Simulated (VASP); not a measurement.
## MoH4: single point with r2SCAN+rVV10+U

Crystal: MoH4.

```
CELL_PARAMETERS angstrom
-2.73311 2.73311 2.73311
2.73311 -2.73311 2.73311
2.73311 2.73311 -2.73311
ATOMIC_POSITIONS crystal
H 0.00000 0.00000 0.74631
H 0.74631 0.00000 0.00000
H 0.00000 0.74631 0.00000
H 0.25369 0.25369 0.25369
Mo 0.00000 0.00000 0.00000
```

The cell was built by a generator and needn't be a form met in nature.

The cell isn't the ideal one: volume scaled by 1.25.

```json
{
 "Program": "VASP 6.6.1",
 "Task": "single point",
 "Functional": "r2SCAN",
 "Dispersion": "rVV10",
 "Potentials or basis": "VASP PAW PBE potentials, release 64 (H, Mo)",
 "Cutoff": "500 eV",
 "k mesh": "8 × 8 × 8",
 "Occupations": "gaussian, width 0.05 eV",
 "Spin": "no spin polarisation",
 "Hubbard terms": "Mo d U = 1 eV",
 "Further INCAR settings": "ALGO = Normal; EDIFF = 1e-06; NBANDS = 13"
}
```

```yaml
Pressure: 58.0 GPa
Largest_force: 19.365 eV/Å
Band_gap_on_the_k_mesh: none (metal or under the smearing width)
```

Forces in eV/Å, atoms in the order of the input:
```
H   -11.180 -11.180  11.180
H    11.180 -11.180 -11.180
H   -11.180  11.180 -11.180
H    11.180  11.180  11.180
Mo    0.000   0.000   0.000
```

Levels at points of the mesh, in eV from the Fermi level:
| k point | band 2 | band 3 | band 4 | band 5 | band 6 | band 7 | band 8 | band 9 |
| --- | --- | --- | --- | --- | --- | --- | --- | --- |
| (0.00, 0.00, 0.00) | -5.61 | -5.61 | -5.47 | 0.14 | 0.14 | 5.64 | 5.64 | 5.64 |
| (0.50, 0.00, 0.00) | -5.65 | -5.48 | -4.18 | -0.05 | 0.15 | 0.87 | 3.91 | 5.05 |
| (0.50, 0.50, 0.50) | -5.46 | -5.46 | -3.47 | -0.50 | -0.50 | 2.33 | 2.33 | 2.33 |

Eigenvalues of the final occupation matrices:
| site | spin | trace | eigenvalues |
| --- | --- | --- | --- |
| site 5 d | 1 | 2.89 | 0.39 0.39 0.71 0.71 0.71 |
| site 5 d | 2 | 2.89 | 0.39 0.39 0.71 0.71 0.71 |

Run time: 3.4 min on 1 thread of Intel(R) Xeon(R) Platinum 8488C (Sapphire Rapids) (shared host), peak memory 0.39 GiB.

Caveat: the PAW data sets were made with another functional, which shifts forces and pressure a little; U without spin polarisation on a metal has little footing; the U is typed as a test and isn't derived for this compound.
